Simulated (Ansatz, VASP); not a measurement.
**Ti (Titanium) in two plane-wave programs**

Aim: how closely do two programs agree when they are given the same cell, functional and k mesh? The cell is taken from a series of runs on this material, whose earlier steps may have relaxed, scaled, displaced or heated it; both programs get it as it stands.

Calculated with Ansatz 0.2.0; plane waves, with VASP 6.6.1 beside it; relaxation of cell and atoms at PBE.

## (1) The structure

The structure is hexagonal, space group P6_3/mmc (No. 194). The conventional cell has a = 2.938 Å, b = 2.938 Å, c = 4.652 Å, α = 90.00°, β = 90.00°, γ = 120.00°. Nearest to Ti lie 12 Ti at 2.88 to 2.94 Å.

Structure file:

```xyz
2
Lattice="2.9383 0.0000 0.0000 -1.4692 2.5447 0.0000 0.0000 0.0000 4.6517" Properties=species:S:1:pos:R:3 pbc="T T T"
Ti    0.0000    1.6964    1.1629
Ti    1.4692    0.8482    3.4888
```

## (2) VASP: relaxation of cell and atoms, PBE

The relaxed volume is the usual yardstick between codes: in a stiff, nearly cubic crystal its relative difference is about their pressure difference at one cell divided by the bulk modulus.

Lines of VASP's logs that name or quote its potential files are left out, and so is its time.

Input file INCAR:

```
SYSTEM = Ti
PREC = Accurate
ENCUT = 500
EDIFF = 1E-07
NELM = 120
ISMEAR = -1
SIGMA = 0.15
LREAL = .FALSE.
ALGO = Normal
GGA = PE
NBANDS = 18
LASPH = .TRUE.
LORBIT = 11
LWAVE = .FALSE.
LCHARG = .FALSE.
ISIF = 3
IBRION = 2
NSW = 80
EDIFFG = -0.005
GGA_COMPAT = .FALSE.
NELMIN = 4
```

Input file POSCAR:

```
Ti
1.0
    2.9383150000      0.0000000000      0.0000000000
   -1.4691570000      2.5446550000      0.0000000000
    0.0000000000      0.0000000000      4.6517330000
Ti
2
Direct
    0.3333332854      0.6666667977      0.2499999463
    0.6666663743      0.3333332023      0.7500000537
```

Input file KPOINTS:

```
Automatic mesh
0
Gamma
21 21 12
0 0 0
```

The projector-augmented-wave data sets are Ti_sv (PBE family, release 64).

Command:

```
> mpirun -np 1 vasp_std
```

Numbers of over 12 decimals in the logs are rounded to 6 here.

Log:

```text
[banner, memory and clock lines left out]
running    1 mpi-ranks, on    1 nodes
 distrk:  each k-point on    1 cores,    1 groups
 distr:  one band on    1 cores,    1 groups

 POSCAR found type information on POSCAR Ti
 POSCAR found :  1 types and       2 ions
 LDA part: xc-table for (Slater+PW92), standard interpolation
 POSCAR, INCAR and KPOINTS ok, starting setup
 FFT: planning ... GRIDC
 FFT: planning ... GRID_SOFT
 FFT: planning ... GRID
 WAVECAR not read
 entering main loop
       N       E                     dE             d eps       ncg     rms          rms(c)
DAV:   1     0.255996467734E+03    0.25600E+03   -0.13030E+04 12128   0.163E+03
DAV:   2     0.120802133233E+02   -0.24392E+03   -0.24076E+03 12330   0.452E+02
DAV:   3    -0.165625361455E+02   -0.28643E+02   -0.28320E+02 22832   0.127E+02
DAV:   4    -0.177582514528E+02   -0.11957E+01   -0.11941E+01 13752   0.272E+01
DAV:   5    -0.178188920871E+02   -0.60641E-01   -0.60627E-01 19266   0.432E+00    0.118E+01
DAV:   6    -0.157496013594E+02    0.20693E+01   -0.77829E+00 14230   0.291E+01    0.295E+00
DAV:   7    -0.157394597679E+02    0.10142E-01   -0.74061E-01 18460   0.654E+00    0.204E+00
DAV:   8    -0.157675109533E+02   -0.28051E-01   -0.21648E-01 14338   0.555E+00    0.716E-01
DAV:   9    -0.157583186892E+02    0.91923E-02   -0.51705E-02 14470   0.237E+00    0.618E-02
DAV:  10    -0.157585686417E+02   -0.24995E-03   -0.24768E-03 17782   0.350E-01    0.861E-02
DAV:  11    -0.157586172883E+02   -0.48647E-04   -0.22156E-04 14398   0.104E-01    0.283E-02
DAV:  12    -0.157586093643E+02    0.79239E-05   -0.26429E-05 16336   0.422E-02    0.102E-02
DAV:  13    -0.157586108086E+02   -0.14442E-05   -0.19601E-06 14222   0.128E-02    0.111E-03
DAV:  14    -0.157586109576E+02   -0.14907E-06   -0.27061E-07 11062   0.373E-03    0.721E-04
DAV:  15    -0.157586112866E+02   -0.32896E-06   -0.50691E-08  7036   0.201E-03    0.301E-04
DAV:  16    -0.157586112917E+02   -0.50718E-08   -0.14884E-08  6806   0.119E-03
   1 F= -.15758611E+02 E0= -.15663148E+02  d E =-.157586E+02
[...]
2 F= -.15758640E+02 E0= -.15662852E+02  d E =-.290692E-04
[...]
3 F= -.15758645E+02 E0= -.15662947E+02  d E =-.337808E-04
 curvature:  -0.36 expect dE=-0.557E-05 dE for cont linesearch -0.555E-08
 trial: gam= 0.17934 g(F)=  0.399E-40 g(S)=  0.156E-04 ort =-0.120E-05 (trialstep = 0.945E+00)
 search vector abs. value=  0.181E-04
 bond charge predicted
       N       E                     dE             d eps       ncg     rms          rms(c)
DAV:   1    -0.157587263148E+02   -0.81322E-04   -0.34741E-03 12942   0.823E-01    0.659E-02
DAV:   2    -0.157586719038E+02    0.54411E-04   -0.27452E-04 12394   0.196E-01    0.311E-02
DAV:   3    -0.157586541857E+02    0.17718E-04   -0.66725E-05 18426   0.737E-02    0.816E-03
DAV:   4    -0.157586542575E+02   -0.71787E-07   -0.67260E-06 13774   0.309E-02    0.352E-03
DAV:   5    -0.157586543121E+02   -0.54568E-07   -0.78248E-07 15602   0.686E-03
   4 F= -.15758654E+02 E0= -.15662939E+02  d E =-.923963E-05
 trial-energy change:   -0.000009  1 .order   -0.000010   -0.000014   -0.000005
 step:   1.3843(harm=  1.3843)  dis= 0.00000  next Energy=   -15.758656 (dE=-0.106E-04)
 reached required accuracy - stopping structural energy minimisation
```

OUTCAR, selected parts (step 2):

```text
ion  position               nearest neighbor table
   1  0.333  0.667  0.250-   2 2.88   2 2.88   2 2.88   2 2.88   2 2.88   2 2.88
   2  0.667  0.333  0.750-   1 2.88   1 2.88   1 2.88   1 2.88   1 2.88   1 2.88

  LATTYP: Found a hexagonal cell.
 ALAT       =     2.9383150000
 C/A-ratio  =     1.5831294466

 Subroutine GETGRP returns: Found 24 space group operations
 (whereof 12 operations were pure point group operations)

The static configuration has the point symmetry D_3d.
 The point group associated with its full space group is D_6h.

 Found    336 irreducible k-points:

   k-points           NKPTS =    336   k-points in BZ     NKDIM =    336   number of bands    NBANDS=     18

   dimension x,y,z NGX =    24 NGY =   24 NGZ =   36
   dimension x,y,z NGXF=    48 NGYF=   48 NGZF=   72

   ENCUT  =  500.0 eV  36.75 Ry    6.06 a.u.   5.36  5.36  8.48*2*pi/ulx,y,z

   NELECT =      24.0000    total number of electrons

 k-points in reciprocal lattice and weights: Automatic mesh
   0.00000000  0.00000000  0.00000000       0.000
   0.04761905  0.00000000  0.00000000       0.001
   0.09523810  0.00000000  0.00000000       0.001
   0.14285714  0.00000000  0.00000000       0.001
   0.19047619  0.00000000  0.00000000       0.001
   0.23809524  0.00000000  0.00000000       0.001
   0.28571429  0.00000000  0.00000000       0.001
   0.33333333  0.00000000  0.00000000       0.001
   0.38095238  0.00000000  0.00000000       0.001
[...]
0.33333333  0.28571429  0.50000000       0.002
   0.33333333  0.33333333  0.50000000       0.000

 average (electrostatic) potential at core
       1 -72.4759       2 -72.4759

 E-fermi :   8.2686

 k-point     1 :       0.0000    0.0000    0.0000
  band No.  band energies     occupation
    ...
      6     -24.4079      2.00000
      7     -24.3909      2.00000
      8     -24.3909      2.00000
      9       2.1040      2.00000
     10       5.6313      2.00000
     11       9.0681      0.00964
     12       9.0875      0.00848
     13       9.0875      0.00848
     14       9.2056      0.00387
     15       9.5819      0.00032
    ...

 k-point     2 :       0.0476    0.0000    0.0000
  band No.  band energies     occupation
    ...
      6     -24.4100      2.00000
      7     -24.4016      2.00000
      8     -24.3922      2.00000
      9       2.1679      2.00000
     10       5.6824      2.00000
     11       8.9369      0.02296
     12       8.9397      0.02255
     13       9.1325      0.00629
     14       9.3296      0.00169
     15       9.5486      0.00039
    ...

 k-point     3 :       0.0952    0.0000    0.0000
  band No.  band energies     occupation
    ...
      6     -24.4326      2.00000
      7     -24.4163      2.00000
      8     -24.3962      2.00000
      9       2.3573      2.00000
     10       5.8296      2.00000
     11       8.6236      0.17152
     12       8.7043      0.10383
     13       9.2657      0.00259
     14       9.4253      0.00090
     15       9.5240      0.00046
    ...

  Total       -0.0090341     -0.0090341     -0.0030185     -0.0000000      0.0000000      0.0000000
  in kB       -0.4156017     -0.4156015     -0.1388641     -0.0000001      0.0000000      0.0000000
  external PRESSURE =      -0.3233558 kB  Pullay stress =       0.0000000 kB

  energy-cutoff  :      500.00
  volume of cell :       34.83
      direct lattice vectors                 reciprocal lattice vectors
     2.938145486 -0.000000000 -0.000000000     0.340350743  0.196501560 -0.000000000
    -1.469072243  2.544508197 -0.000000000     0.000000000  0.393003254 -0.000000000
    -0.000000000  0.000000000  4.658442141     0.000000000  0.000000000  0.214664038

 POSITION                                       TOTAL-FORCE (eV/Angst)
 -----------------------------------------------------------------------------------
     -0.00000      1.69634      1.16461        -0.000000      0.000000      0.000000
      1.46907      0.84817      3.49383         0.000000     -0.000000     -0.000000
 -----------------------------------------------------------------------------------
    total drift:                                0.002023      0.000122     -0.000351

  FREE ENERGIE OF THE ION-ELECTRON SYSTEM (eV)
  ---------------------------------------------------
  free  energy   TOTEN  =       -15.7586543121 eV

  energy  without entropy=      -15.5672229007  energy(sigma->0) =      -15.66293861

 reached required accuracy - stopping structural energy minimisation

 total charge
# of ion       s       p       d       tot
------------------------------------------
    1        2.249   6.120   1.881  10.250
    2        2.249   6.120   1.881  10.250
--------------------------------------------------
tot          4.498  12.239   3.762  20.499

[... 3 further parts left out ...]
```

CONTCAR:

```
Ti
   1.00000000000000
     2.9381454860975436   -0.0000000000334780   -0.0000000000000000
    -1.4690722431066099    2.5445081967463423   -0.0000000000000000
    -0.0000000000000000    0.0000000000000000    4.6584421405926317
  Ti
     2
Direct
     0.3333332854000020    0.6666667977000031    0.2499999463000009
     0.6666663743000001    0.3333332022999969    0.7500000536999991
```

The run keeps the 24 symmetry operations of its start, so it cannot find a distortion of lower symmetry.

## (3) Ansatz: relaxation of cell and atoms, PBE

Ansatz runs on its default PAW (the set named soft_2) files.

The same cell, functional, mesh and smearing now go to Ansatz, which takes its cutoff from its data sets.

Input file input.yaml:

```yaml
crystal:
  lattice:
    - [2.9383148559, 0.0, 0.0]
    - [-1.4691574279, 2.5446553095, 0.0]
    - [0.0, 0.0, 4.65173292]
  atoms:
    - { symbol: Ti, position: [0.3333333333, 0.6666666667, 0.25] }
    - { symbol: Ti, position: [0.6666666667, 0.3333333333, 0.75] }
kpoints:
  mp_grid: { grid: [21, 21, 12] }
hamiltonian:
  xc: pbe
scf:
  occupations: { method: fermi_dirac, width: 0.15 }
output:
  forces: true
  stress: true
  eigenvalues: true
relax:
  adjacent_minimum: "off"
  f_tol: 0.001
  max_steps: 60
  cell: { stress_tol: 0.01 }
```

Command:

```
> ansatz run input.yaml --threads 4 --pin off --max-ram 14336MiB --backend cpu --events-out ev --progress --plain --runs-dir out
```

Log:

```text
band count auto-derived: 17 (N_el = 24.0; filled up to band 12; 16 by the electrons, moments and atoms)
Engine: ansatz 0.2.0, aarch64-unknown-linux-gnu
Pseudopotentials: kind: paw
Pseudopotential: Ti, paw, valence charge 12, recommended cutoff 420 eV (normal), Ti.paw.azcp
Functional definition: PBE
  parameter kappa = 0.804
  parameter beta = 0.066725
  exchange = pbe_x(kappa = kappa, mu = beta*pi^2/3)
  correlation = pbe_c(beta = beta)
Crystal: 2 atoms, lattice volume = 34.781 Å³
Basis set: ecut = 420 eV, 687 PW (Γ), exchange–correlation on 40×40×64 points (8 copies of the dense FFT grid, shifted against one another)
Bands: 17, of which v1, the nominal top of the filled ones, is band 12 counted from 1 (11 counted from 0)
Symmetry: 24 space group operations
Space group: P63/mmc (ITA 194), of the structure as read, at distance tolerance 3.3e-5 Å
k-points: 336 of 5292
Non-local potential: Ti, projectors of the file, l = 0: 3, l = 1: 2, l = 2: 3, l = 3: 1
PAW form: soft (Blöchl's): semilocal exchange-correlation on the pseudo side does not see the compensation charge
PAW one-centre angular grid: Ti, 590 points (default); XC on 64 Gauss nodes
Initial density: superposition of atomic densities (neutral atoms: chi_scale 0, normalization atom), corrected by the library's trained network
Initial wavefunctions: pseudopotential atomic-orbital guess
Functional: x = pbe(κ = 0.804, μ = 0.219515), c = pbe(β = 0.066725)
SCF iter   1: F=—  HF=-4999.420198 eV  |F-HF|=—  |Δ(HF+E_count)|=         —  Δρ=3.36e-3  dr2=1.59e-3  ethr=1.77e-3  ⟨swp⟩=4.0  Hψ=23255  notcnv=0
preconditioner: auto → none  [metal: Δε(μ)=0.005 eV  Ē_g=3.179 eV  σ=0.150 eV  W_gap=0.01  n_scr=8 (ndim 8)  ℏωp=17.8 eV  f_vac=0.000  D(μ)=2.41/eV (n_scr^D=22)  sad-step TF]
SCF iter   2: F=—  HF=-4999.419978 eV  |F-HF|=—  |Δ(HF+E_count)|=   2.20e-4  Δρ=1.81e-3  dr2=5.35e-4  ethr=6.62e-6  ⟨swp⟩=1.1  Hψ=8543  notcnv=0
SCF iter   3: F=—  HF=-4999.420226 eV  |F-HF|=—  |Δ(HF+E_count)|=   2.48e-4  Δρ=1.95e-4  dr2=6.55e-6  ethr=2.23e-6  ⟨swp⟩=2.0  Hψ=7061  notcnv=0
SCF iter   4: F=—  HF=-4999.420235 eV  |F-HF|=—  |Δ(HF+E_count)|=   8.90e-6  Δρ=5.32e-5  dr2=8.91e-7  ethr=2.73e-8  ⟨swp⟩=2.5  Hψ=10361  notcnv=0
iter 5 did not close the SCF: its close was put off for the readings that it lacked (scf_convergence_deferred on its scf_iter line)
SCF iter   5: F=-4999.420234 eV  HF=-4999.420234 eV  |F-HF|=4.88e-9  |Δ(HF+E_count)|=   2.44e-7  Δρ=9.59e-6  dr2=2.10e-8  ethr=3.71e-9  ⟨swp⟩=2.2  Hψ=9486  notcnv=0
SCF iter   6: F=-4999.420234 eV  HF=-4999.420234 eV  |F-HF|=8.91e-11  |Δ(HF+E_count)|=   2.57e-9  Δρ=1.00e-6  dr2=1.75e-10  ethr=8.76e-11  ⟨swp⟩=1.3  Hψ=18785  notcnv=0
the search or the solves at the SCF's close seem to have found levels that the self-consistency loop had missed (the run counts 2). By its estimate they hold 1.57e-12 electrons. The energies and the density leave them out; if the run goes on with those levels, later outputs use occupations computed again with them
SCF 1 converged in 6 iterations: F = -4999.420234 eV  dr2 = 1.75e-10
  greatest PAW one-centre occupation: 0.999 electrons in one spin orbital (limit 2), on the Ti atom at site 1 (counted from 0), in its partial waves of l = 0
relax step   1: F+E_penalty+E_count = -4999.42023430 eV  Δ(F+E_penalty+E_count) = +0.000e0 eV  max|allowed force component| = 1.850e-16 eV/Å  Δτ_max = 0.0000 Å  P = +0.458 GPa  Ω = 34.781 Å³  (6 SCF iters, dr2 threshold 1.00e-7 eV, accepted)
[...]
relax step   4: F+E_penalty+E_count = -4999.42045407 eV  Δ(F+E_penalty+E_count) = -7.456e-6 eV  max|allowed force component| = 2.776e-16 eV/Å  Δτ_max = 0.0000 Å  P = -0.005 GPa  Ω = 34.927 Å³  energy of the carried Pulay correction = -1.315e-5 eV  (6 SCF iters, dr2 threshold 4.02e-8 eV, accepted)
[...]
relax step   5: F+E_penalty+E_count = -4999.42045477 eV  Δ(F+E_penalty+E_count) = -7.016e-7 eV  max|allowed force component| = 6.476e-17 eV/Å  Δτ_max = 0.0000 Å  P = -0.000 GPa  Ω = 34.925 Å³  energy of the carried Pulay correction = -1.303e-5 eV  (7 SCF iters, dr2 threshold 5.04e-10 eV, accepted)
[...]
relax step   6: F+E_penalty+E_count = -4999.42046692 eV  Δ(F+E_penalty+E_count) = -1.216e-5 eV  max|allowed force component| = 1.295e-16 eV/Å  Δτ_max = 0.0000 Å  P = -0.001 GPa  Ω = 34.925 Å³  stress off target by 1.01e-3 GPa  SCF on the basis re-selected at this cell (its energy is not comparable with the rows above)  (9 SCF iters)
basis re-selected at this cell: Δ(F+E_penalty+E_count) = -1.216e-5 eV, ΔP = -0.001 GPa vs the last step (what re-selecting the basis moved, of the pressure what is left beyond the Pulay correction that the steps carried, after the strain that the cell walked since its last selection, with what the two solves' SCF thresholds leave and, on support functions, any second-order correction that the steps lacked; it is no m [...]
SCF converged after 9 iterations
Free energy (F): -4999.420467 eV
Harris-Foulkes:  -4999.420467 eV  (|F-HF|=0.00e0)
Internal energy: -4999.229121 eV  (E = F + TS)
E sigma→0 (E₀):  -4999.324794 eV
Entropy (-TS):   -0.191346 eV (-95.673 meV/atom)
Fermi energy:    13.256866 eV
--- Per-component energies (eV) ---
  E_band       = -316.634417
  E_kinetic    = 544.606073
  E_local      = -1632.021452  (includes V_loc(G=0)·N_el)
  E_nonlocal   = 16.193280
  E_hartree    = 670.028918
  E_xc         = -194.838578
  E_vxc        = -243.743613  (∫ρ·V_xc dr)
  E_paw        = -2095.148065  (= ΣΔE_a)
  E_vpaw       = -341.726776  (= ΣTr[D̂ρ^β])
  E_aug_tail   = 0.000236  (compensation charges beyond the density's cutoff)
  E_ewald      = -2308.049532
  E_smearing   = -0.191346  (= −TS)
  E_closure    = 0.000000  (closes the sum)
  Σ components = -4999.420467   (vs F -4999.420467, Δ=0.00e0)
--- Forces (eV/Å), atoms counted from 1 ---
  atom   1  Ti    -0.00000000     0.00000000     0.00000000
  atom   2  Ti     0.00000000    -0.00000000     0.00000000
  max |Σ_I F_I| component: 7.40e-17 eV/Å
--- Stress (GPa, compression-positive) ---
       -0.001013       0.000000       0.000000
        0.000000      -0.001013       0.000000
        0.000000       0.000000       0.000023
  P = ⅓ Tr σ = -0.0007 GPa (-0.007 kbar)
--- Band table (eV; the first three rows and the last of 336) ---
  k-point 0: bands = [... 8 lower, 7.1232, 10.6310, 14.0368, 14.0773, 14.0773, 14.1942, 14.5711, 14.5711, ... 1 higher]
  k-point 1: bands = [... 8 lower, 7.1816, 10.6012, 13.9343, 14.0476, 14.0476, 14.1615, 14.5389, 14.5389, ... 1 higher]
  k-point 2: bands = [... 8 lower, 7.3548, 10.4966, 13.6908, 13.9858, 13.9858, 14.0671, 14.4514, 14.4514, ... 1 higher]
  k-point 335: bands = [... 8 lower, 12.0672, 12.0672, 12.2428, 12.2428, 13.0734, 13.0734, 14.9772, 14.9772, ... 1 higher]
--- Relaxed structure (5 steps of the walk, 4 accepted, 1 SCFs on fresh bases) ---
  F+E_penalty+E_count = -4999.42046692 eV   max|allowed force component| = 1.295e-16 eV/Å   (the final SCF, on the basis selected at the relaxed cell)
  cell:  # Å, volume = 34.9251 Å³
    - [2.940520, -2.8889103071596168e-11, 0.0]
    - [-1.470260, 2.546565, 0.0]
    - [0.0, 0.0, 4.664003]
  atoms:
    - { symbol: Ti, position: [0.333333, 0.666667, 0.25] }
    - { symbol: Ti, position: [0.666667, 0.333333, 0.75] }
```

The column dr2 measures how far the density is from self-consistency, as an energy; F and HF (Harris–Foulkes) agree once it is small.

## (4) Comparison

Known differences besides the potentials themselves: the cutoff is 420 eV in Ansatz and 500 eV in VASP; Ansatz adds a Pulay correction to the stress that steers its cell, VASP none. Total energies have different zeros and are not compared.

Compared:

```csv
quantity,Ansatz,VASP,difference
volume (Å³),34.93,34.83,+0.28 %
"edge a after relaxation, in the typed setting (Å)",2.941,2.938,+0.08 %
"edge c after relaxation, in the typed setting (Å)",4.664,4.658,+0.12 %
```

## (5) Outcome

```json
{
 "difference in volume (relaxation of cell and atoms, PBE)": "0.28 %"
}
```

What this shows: The difference in volume is 0.28 % (relaxation of cell and atoms, PBE), within the 1.2 % picked in this series as the mark of a large difference, as far as the stopping tolerances let one tell. Such differences can come from data sets, numerical settings and the points named under the comparisons, not from the functional's error against experiment.

[Lines on the potential files, build, host, timing and source positions are cut from VASP's logs without a mark.]

[Logs are printed without paths, hosts, clocks, repeated set-up lines and the standing remarks that a program may print on its own settings, such as how far it seeks lower states.]

[Hosts, paths, dates, database ids (printed as entryN), source tags and the programs' standing remarks are cut or masked in the printed files.]
